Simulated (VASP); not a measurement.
A convergence study with VASP on Nb (bcc): one setting is varied, all else stays as given below, so the limit is that of these other settings. The cell's lengths are 1 % over those of the tabulated start, so it is off equilibrium.

```yaml
crystal:
  lattice:
    - [-1.66650, 1.66650, 1.66650]
    - [1.66650, -1.66650, 1.66650]
    - [1.66650, 1.66650, -1.66650]
  atoms:
    - { symbol: Nb, position: [0.00000, 0.00000, 0.00000] }
```

The numbers are results of PBE GGA, VASP's PBE PAW potentials (set 64) (plane waves; VASP), not measurements. The tightest run used: 1000 eV cut-off, 17×17×17 Γ-centred mesh, first-order Methfessel-Paxton smearing of 0.10 eV, potentials Nb_sv.

| setting | E (eV/atom) | pressure (GPa) | plane waves |
|---|---|---|---|
| ENCUT = 150 | -5.8366 | -380.70 | 83 |
| ENCUT = 200 | -9.9679 | -78.98 | 135 |
| ENCUT = 250 | -10.2228 | -12.40 | 177 |
| ENCUT = 300 | -10.1970 | -4.98 | 236 |
| ENCUT = 350 | -10.2021 | -4.58 | 285 |
| ENCUT = 400 | -10.2081 | -4.47 | 366 |
| ENCUT = 450 | -10.2095 | -4.17 | 414 |
| ENCUT = 500 | -10.2105 | -3.93 | 479 |

Task: These are the cheaper rows. Estimate the results at ENCUT = 1000, and how far the last row shown lies from them.

Result: 
```json
[
 {"quantity": "E (eV/atom)", "tightest run": "-10.2106", "last row shown is off by": "0.0001"},
 {"quantity": "pressure (GPa)", "tightest run": "-3.83", "last row shown is off by": "-0.10"}
]
```

Left out are rungs that failed or repeat a setting and relaxations that didn't move; long series are thinned to 24 rows.

The compound is Nb in the bcc structure. The cell was not relaxed at this level.
